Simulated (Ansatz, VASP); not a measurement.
**One calculation of TaV, two programs**

Contents of INCAR:

```
PREC     = Accurate       # precision mode
ENCUT    = 520            # plane-wave cutoff, eV
EDIFF    = 1E-7           # SCF threshold, eV
ISMEAR   = -1             # smearing method
SIGMA    = 0.05           # smearing width, eV
LREAL    = F              # projectors in reciprocal space
LASPH    = T              # aspherical terms in the spheres
NELM     = 150            # most SCF steps
ALGO     = Normal         # electronic algorithm
ISIF     = 2              # what is computed and relaxed
LWAVE    = F              # write WAVECAR
LCHARG   = F              # write CHGCAR
ISPIN    = 2              # spin polarisation
MAGMOM   = 0 2            # initial moments
LORBIT   = 11             # projections on sites
LMAXMIX  = 4              # l up to which the mixer works
GGA      = PE             # functional
NBANDS   = 23             # bands
```

KPOINTS

```
Automatic mesh
0
Gamma
  10 10 6
```

The input POSCAR:

```
TaV
1.0
    1.6173407075     -2.3230587236      0.0000000000
    1.6173407075      2.3230587236      0.0000000000
    0.0000000000      0.0000000000      4.3701125730
Ta V
1 1
Direct
    0.0000000000      0.0000000000      0.0000000000
    0.5000000000      0.5000000000      0.5000000000
```

Contents of input.yaml:

```yaml
crystal:
  lattice:
    - [1.6173407075, -2.3230587236, 0.0]
    - [1.6173407075, 2.3230587236, 0.0]
    - [0.0, 0.0, 4.370112573]
  atoms:
    - { symbol: Ta, position: [0.0, 0.0, 0.0] }
    - { symbol: V, position: [0.5, 0.5, 0.5], spin: 2.0 }
hamiltonian:
  xc: pbe
  pseudopotentials: { kind: paw }
magnetization:
  spin_polarized: true
kpoints:
  mp_grid: { grid: [10, 10, 6] }
scf:
  occupations: { method: fermi_dirac, width: 0.05 }
output:
  forces: true
  stress: true
  eigenvalues: true
```

Change from the starting cell: volume scaled by 1.02.

Alike in both runs: task single point; functional PBE; k mesh 10 × 10 × 6; occupations fermi-dirac, width 0.05 eV; collinear spin, ferromagnetic start.

```csv
,VASP,Ansatz
version,VASP 6.6.1,Ansatz 0.2.0
potentials or method,"VASP PAW PBE potentials, release 64 (Ta_pv, V_sv)",Ansatz PAW
plane-wave cutoff (eV),520,420
valence electrons in the cell,24,26
```

|  | VASP | Ansatz | Ansatz less VASP |
| --- | --- | --- | --- |
| gap on the k mesh at the Fermi level (eV) | none | none | - |
| pressure (GPa) | -3.4 | -3.5 | -0.15 |
| largest component of the traceless stress (GPa) | 0.66 | 0.66 | -0.005 |
| net moment per atom (μB) | 0.00 | 0.00 | 0.000 |

A gap of «none» marks a metal or a gap that the smearing closes. The two sets of potentials don't hold the same shells in valence.

Caveats: the starting moments weren't kept (Ansatz). Spin-orbit coupling is left out, which matters for the levels of Ta.
